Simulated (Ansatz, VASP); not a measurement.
# Ga24Si31N24O62 (amorphous SiO2 against GaN(10-10), 14.0 A): VASP beside Ansatz

One calculation is typed for both programs; each brings its own data sets. How far apart do they land? The cell is taken from a series of runs on this material, whose earlier steps may have relaxed, scaled, displaced or heated it; both programs get it as it stands.

Method: plane waves, with VASP 6.6.1 beside it; single point at PBE, in Ansatz 0.2.0.

## Step 1: Set-up

The cell holds 141 atoms: 24 Ga, 24 N, 31 Si and 62 O. Cell: a = 10.460 Å, b = 9.630 Å, c = 19.449 Å, α = 90.0°, β = 90.0°, γ = 90.0°. It derives from GaN (4 planes of wurtzite GaN(10-10)). A slab of 4 planes of wurtzite GaN(10-10) (starting lattice constant a = 3.21 A, c = 5.23 A), 10.46 x 9.63 A in plane. 93 atoms (31 Si, 62 O) packed at random between the slab and its periodic image at 2.2 g/cm^3 (a layer of 14.0 A) and pushed apart as soft spheres. Langevin MD at fixed cell with the MACE-MP-0b2 small potential (Batatia et al., arXiv:2401.00096), steps of 1.5 fs: 0.63 ps at 3200 K with the crystal held, 3200 to 1000 K in 1.8 ps with the crystal held, 1000 to 300 K in 0.9 ps with its inner planes held; soft walls kept the melt out of the crystal while it was held. Then all atoms and the cell's height relaxed. The structure's axis is c.

## Step 2: VASP: single point, PBE

A single point gives forces, pressure and levels at one fixed geometry, so differences don't come from the geometry; what else differs is listed under the comparison.

Lines of VASP's logs that name or quote its potential files are left out, and so is its time.

INCAR

```
SYSTEM = Ga24Si31N24O62
PREC = Accurate
ENCUT = 520
EDIFF = 1E-06
NELM = 120
ISMEAR = -1
SIGMA = 0.025
LREAL = Auto
ALGO = Normal
GGA = PE
NBANDS = 562
LORBIT = 11
LWAVE = .FALSE.
LCHARG = .FALSE.
ISIF = 2
LASPH = .TRUE.
GGA_COMPAT = .FALSE.
```

POSCAR

```
Ga24Si31N24O62
1.0
   10.4600000000      0.0000000000      0.0000000000
    0.0000000000      9.6300000000      0.0000000000
    0.0000000000      0.0000000000     19.4492900000
Ga N Si O
24 24 31 62
Direct
    0.0201600000      0.9937600000      0.2022100000
    0.2723700000      0.9713400000      0.0325500000
    0.0230800000      0.1532400000      0.0683300000
    0.2758200000      0.1522400000      0.1685100000
    0.0199400000      0.3337600000      0.2165100000
    0.2589200000      0.3145800000      0.0265500000
    0.0106400000      0.4830300000      0.0666400000
    0.2647500000      0.4859800000      0.1748500000
    0.0091500000      0.6557500000      0.2058700000
    0.2516200000      0.6454700000      0.0305000000
    0.0130200000      0.8248500000      0.0616800000
    0.2661200000      0.8202200000      0.1768700000
    0.5264300000      0.0102800000      0.1875600000
    0.7543100000      0.0058600000      0.0508300000
    0.4954100000      0.1661600000      0.0358000000
    0.7753500000      0.1772200000      0.1868900000
    0.5286600000      0.3501500000      0.2242700000
    0.7631900000      0.3184800000      0.0391600000
    0.5091600000      0.4946400000      0.0678900000
    0.7644400000      0.5009500000      0.1694800000
    0.5157900000      0.6527800000      0.2262200000
    0.7616600000      0.6600100000      0.0197800000
    0.5082500000      0.8267000000      0.0790400000
    0.7672100000      0.8247900000      0.1740000000
    0.0905800000      0.9853300000      0.0269300000
    0.3506300000      0.9858900000      0.1993800000
    0.0880700000      0.1612400000      0.1699300000
    0.3237100000      0.1500300000      0.0722700000
    0.0796900000      0.3203700000      0.0254200000
    0.3364900000      0.3192200000      0.2235700000
[... 105 atom lines left out ...]
    0.4380000000      0.9518300000      0.3551000000
    0.0570500000      0.6460000000      0.3077900000
    0.0685300000      0.4586700000      0.5036300000
    0.2135800000      0.2806600000      0.8587500000
    0.1835700000      0.2098500000      0.5153800000
    0.3796400000      0.2507100000      0.9541600000
```

KPOINTS

```
Automatic mesh
0
Gamma
1 1 1
0 0 0
```

PAW data sets: Ga_d, N, Si and O (PBE family, release 64).

On the command line:

```sh
> export OMP_NUM_THREADS=3
> mpirun -np 1 vasp_gam
```

Numbers of over 12 decimals in the logs are rounded to 6 here.

The log of the run:

```text
[banner, memory and clock lines left out]
running    1 mpi-ranks, on    1 nodes
[...]
Offloading initialized ...    1 GPUs detected
[...]
LDA part: xc-table for (Slater+PW92), standard interpolation
 POSCAR, INCAR and KPOINTS ok, starting setup
[...]
entering main loop
       N       E                     dE             d eps       ncg     rms          rms(c)
DAV:   1     0.231994335951E+05    0.23199E+05   -0.35736E+05  1132   0.248E+03
DAV:   2     0.552943315439E+04   -0.17670E+05   -0.16768E+05  1124   0.765E+02
DAV:   3    -0.336043737365E+03   -0.58655E+04   -0.54719E+04  1580   0.337E+02
DAV:   4    -0.111262645724E+04   -0.77658E+03   -0.76610E+03  1616   0.132E+02
[...]
DAV:  29    -0.988939392348E+03    0.64196E-05   -0.15847E-05   968   0.102E-02    0.264E-02
DAV:  30    -0.988939388874E+03    0.34738E-05   -0.74849E-06   944   0.786E-03    0.813E-03
DAV:  31    -0.988939388936E+03   -0.61656E-07   -0.28044E-06   896   0.504E-03
   1 F= -.98893939E+03 E0= -.98888866E+03  d E =-.101457E+00
```

From OUTCAR (step 2):

```text
  FREE ENERGIE OF THE ION-ELECTRON SYSTEM (eV)
  ---------------------------------------------------
  free  energy   TOTEN  =      -988.9393889361 eV

  energy  without entropy=     -988.8379323693  energy(sigma->0) =     -988.88866065

[... 1 further part left out ...]
```

The run ends at a pressure of 0.27 GPa, with forces up to 1.8 eV/Å.

(Part 1 of 2 ends here.)

[Lines on the potential files, build, host, timing and source positions are cut from VASP's logs without a mark.]

[Logs are printed without paths, hosts, clocks, repeated set-up lines and the standing remarks that a program may print on its own settings, such as how far it seeks lower states.]

[Hosts, paths, dates, database ids (printed as entryN), source tags and the programs' standing remarks are cut or masked in the printed files.]
